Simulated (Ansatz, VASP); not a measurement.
# Cross-check of SnSe2 between VASP and Ansatz, part 2 of 2

Wanted: the spread between two codes on one cell, functional and k mesh. The structure shown is the end of the VASP relaxation below.

VASP 6.6.1 and Ansatz 0.2.0.

So far: Starting point; VASP: relaxation, LDA; Ansatz: single point, LDA; Side by side; Ansatz: band structure, LDA.

### 6. VASP: band structure, LDA

Level of this step: LDA; plane waves and PAW (Se, Sn) (VASP).

The same cell, functional (in two slightly different forms), mesh and smearing now go to VASP, with its own data sets and cutoff.

File INCAR:

```
SYSTEM = SnSe2
PREC = Normal
ENCUT = 300
EDIFF = 1E-06
NELM = 120
ISMEAR = 0
SIGMA = 0.05
LREAL = .FALSE.
ALGO = Fast
GGA = CA
NBANDS = 21
LORBIT = 11
LWAVE = .FALSE.
LCHARG = .TRUE.
IDIPOL = 3
LDIPOL = .TRUE.
DIPOL = 0.5 0.5 0.5
LVHAR = .TRUE.
LVACPOTAV = .TRUE.
LELF = .TRUE.
NEDOS = 1500
```

File POSCAR:

```
SnSe2
1.0
    3.8110000000      0.0000000000      0.0000000000
   -1.9055000000      3.3004228140      0.0000000000
    0.0000000000      0.0000000000     18.0557280000
Se Sn
2 1
Direct
    0.3333333330      0.6666666670      0.5867236520
    0.6666666670      0.3333333330      0.4132763480
    0.0000000000      0.0000000000      0.5000000000
```

File KPOINTS:

```
Automatic mesh
0
Gamma
9 9 1
0 0 0
```

File KPOINTS_OPT:

```
Line mode
14
Line-mode
Reciprocal
  0.00000000   0.00000000   0.00000000 GAMMA
  0.50000000   0.00000000   0.00000000 M

  0.50000000   0.00000000   0.00000000 M
  0.33333333   0.33333333   0.00000000 K

  0.33333333   0.33333333   0.00000000 K
  0.00000000   0.00000000   0.00000000 GAMMA
```

The projector-augmented-wave data sets are Se and Sn (LDA family, release 64).

On the command line:

```console
> mpirun -np 2 vasp_std
```

Numbers of over 12 decimals in the logs are rounded to 6 here.

Log:

```text
[banner, memory and clock lines left out]
running    2 mpi-ranks, on    1 nodes
[...]
LDA part: xc-table for (Slater(with rela. corr.)+CA(PZ))
 , standard interpolation
|                                                                             |
|           W    W    AA    RRRRR   N    N  II  N    N   GGGG   !!!           |
|           W    W   A  A   R    R  NN   N  II  NN   N  G    G  !!!           |
|           W    W  A    A  R    R  N N  N  II  N N  N  G       !!!           |
|           W WW W  AAAAAA  RRRRR   N  N N  II  N  N N  G  GGG   !            |
|           WW  WW  A    A  R   R   N   NN  II  N   NN  G    G                |
|           W    W  A    A  R    R  N    N  II  N    N   GGGG   !!!           |
|                                                                             |
|     The number of bands has been changed from the values supplied in        |
|     The orbitals not found in the WAVECAR file will be initialized with     |
|     random numbers, which is usually adequate. For correlated               |
[...]
1 F= -.13669665E+02 E0= -.13669665E+02  d E =-.939786E-12
 Start KPOINTS_OPT (optional k-point list driver)
k-point batch [1-12\42]
       N       E                     dE             ncg
DAV:   1    -0.452291536509E+03   -0.20325E+04      528
DAV:   2    -0.138769497907E+04   -0.93540E+03      742
DAV:   3    -0.149285312982E+04   -0.10516E+03      662
DAV:   4    -0.149466833401E+04   -0.18152E+01      630
DAV:   5    -0.149469633194E+04   -0.27998E-01      686
DAV:   6    -0.149469709148E+04   -0.75954E-03      672
DAV:   7    -0.149469712140E+04   -0.29917E-04      702
DAV:   8    -0.149469712289E+04   -0.14912E-05      558
DAV:   9    -0.149469712297E+04   -0.75213E-07      470
[...]
k-point batch [37-42\42]
       N       E                     dE             ncg
DAV:   1     0.162615482350E+04   -0.52050E+03      264
DAV:   2     0.115683111841E+04   -0.46932E+03      358
DAV:   3     0.109894005432E+04   -0.57891E+02      336
DAV:   4     0.109796289606E+04   -0.97716E+00      300
DAV:   5     0.109794706841E+04   -0.15828E-01      332
DAV:   6     0.109794658653E+04   -0.48189E-03      312
DAV:   7     0.109794656585E+04   -0.20672E-04      354
DAV:   8     0.109794656475E+04   -0.11074E-05      304
DAV:   9     0.109794656471E+04   -0.40605E-07      198
```

Parts of OUTCAR (step 6):

```text
  Total       -0.6798206     -0.6798206      0.0143889      0.0000000      0.0000000      0.0000000
  in kB       -4.7960240     -4.7960240      0.1015115      0.0000000      0.0000000      0.0000000
  external PRESSURE =      -3.1635122 kB  Pullay stress =       0.0000000 kB

 POSITION                                       TOTAL-FORCE (eV/Angst)
 -----------------------------------------------------------------------------------
     -0.00000      2.20028     10.59372        -0.000000      0.000000      0.006273
      1.90550      1.10014      7.46201         0.000000      0.000000     -0.006273
      0.00000      0.00000      9.02786         0.000000      0.000000      0.000000
 -----------------------------------------------------------------------------------
    total drift:                               -0.000000      0.000000     -0.000000

  FREE ENERGIE OF THE ION-ELECTRON SYSTEM (eV)
  ---------------------------------------------------
  free  energy   TOTEN  =       -13.6696654953 eV

  energy  without entropy=      -13.6696654953  energy(sigma->0) =      -13.66966550

[... 1 part as in an earlier step ...]

[... 2 further parts left out ...]
[key lines of the parts left out:]
E-fermi :  -2.8427
```

### 7. Comparison

The two programs side by side:

```
                     quantity  Ansatz   VASP  difference
gap over the path points (eV)   0.725  0.746      -0.021
```

Levels at points of the path, from each program's valence-band top (eV; 4 filled, then empty):

```
k (reciprocal lattice)                                  Ansatz                                    VASP
     0.000 0.000 0.000  -0.52 -0.52 -0.09 -0.09 1.52 2.94 4.55  -0.52 -0.52 -0.09 -0.09 1.55 2.95 4.56
     0.038 0.000 0.000  -0.69 -0.58 -0.18 -0.06 1.64 3.07 4.50  -0.69 -0.58 -0.18 -0.07 1.67 3.07 4.50
     0.077 0.000 0.000  -1.06 -0.73 -0.43 -0.02 1.90 3.36 4.40  -1.06 -0.73 -0.43 -0.02 1.93 3.37 4.40
     0.115 0.000 0.000   -1.05 -0.93 -0.76 0.00 2.15 3.61 4.45   -1.05 -0.93 -0.77 0.00 2.18 3.62 4.46
     0.154 0.000 0.000   -1.17 -1.14 -0.96 0.00 2.25 3.72 4.77   -1.17 -1.14 -0.96 0.00 2.28 3.73 4.78
     0.192 0.000 0.000  -1.51 -1.35 -0.92 -0.03 2.16 3.84 5.16  -1.51 -1.36 -0.92 -0.03 2.19 3.85 5.17
     0.269 0.000 0.000  -2.06 -1.75 -0.80 -0.12 1.68 4.07 5.49  -2.06 -1.75 -0.79 -0.12 1.71 4.08 5.49
     0.308 0.000 0.000  -2.23 -1.92 -0.74 -0.18 1.42 4.11 5.44  -2.23 -1.92 -0.74 -0.18 1.44 4.12 5.44
     0.346 0.000 0.000  -2.33 -2.06 -0.71 -0.23 1.18 4.11 5.36  -2.33 -2.07 -0.70 -0.23 1.20 4.11 5.36
     0.423 0.000 0.000  -2.36 -2.26 -0.69 -0.31 0.84 4.04 5.31  -2.35 -2.27 -0.69 -0.31 0.86 4.04 5.31
```

At this near-relaxed geometry the largest component of a force difference is 21 meV/Å. Among the levels compared at these points, filled levels agree within 10 meV and empty ones within 30 meV.

### 8. Results

| Property | Result |
| --- | --- |
| difference in gap on the k mesh (single point, LDA) | -0.021 eV |
| r.m.s. force difference (single point, LDA) | 8.1 meV/Å |
| difference in gap over the path points (band structure, LDA) | -0.021 eV |
| r.m.s. force difference (band structure, LDA) | 9.7 meV/Å |

**Reading.** The r.m.s. force difference is 9.7 meV/Å (band structure, LDA), within the 12 meV/Å picked in this series as the mark of a large difference. How closely two codes agree says nothing of how well the functional describes the real material.

[Lines on the potential files, build, host, timing and source positions are cut from VASP's logs without a mark.]

[Logs are printed without paths, hosts, clocks, repeated set-up lines and the standing remarks that a program may print on its own settings, such as how far it seeks lower states.]

[Hosts, paths, dates, database ids (printed as entryN), source tags and the programs' standing remarks are cut or masked in the printed files.]
